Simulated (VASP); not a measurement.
Given:

```
CELL_PARAMETERS angstrom
      3.91919     1.94507     1.94507
      1.94507     3.91919     1.94507
      1.94507     1.94507     3.91919
ATOMIC_POSITIONS crystal
  Ni 0.00000 0.00000 0.00000
  Ni 0.50000 0.50000 0.50000
  O  0.25000 0.25000 0.25000
  O  0.75000 0.75000 0.75000
```
Starting moments (μB, in the order of the record's atoms Ni Ni O O): 1.1 -1.1 0.0 0.0.

The numbers are results of LDA (Ceperley-Alder, Perdew-Zunger), VASP's LDA PAW potentials (set 64) (plane waves; VASP 6.6.1), not measurements. Run with 620 eV cut-off, 9×9×9 Γ-centred mesh, Gaussian smearing of 0.050 eV, potentials Ni O.

### Question
Estimate the cell moment, energy per atom (σ→0), pressure.

### Answer

```json
{
 "cell_moment": "0.00 μB",
 "energy per atom (σ→0)": "-6692 meV/atom",
 "pressure": "29.87 GPa"
}
```

### Question
Give the moment on each site (PAW-sphere projection).

### Answer

```tsv
site	moment (μB)
Ni1	0.99
Ni2	-0.99
O3	0.00
O4	0.00
```

The absolute energy has meaning only against runs of the same code, potentials and settings.

The compound is NiO in the rock salt, AFM-II order structure. It was relaxed first under an external pressure of 30 GPa.
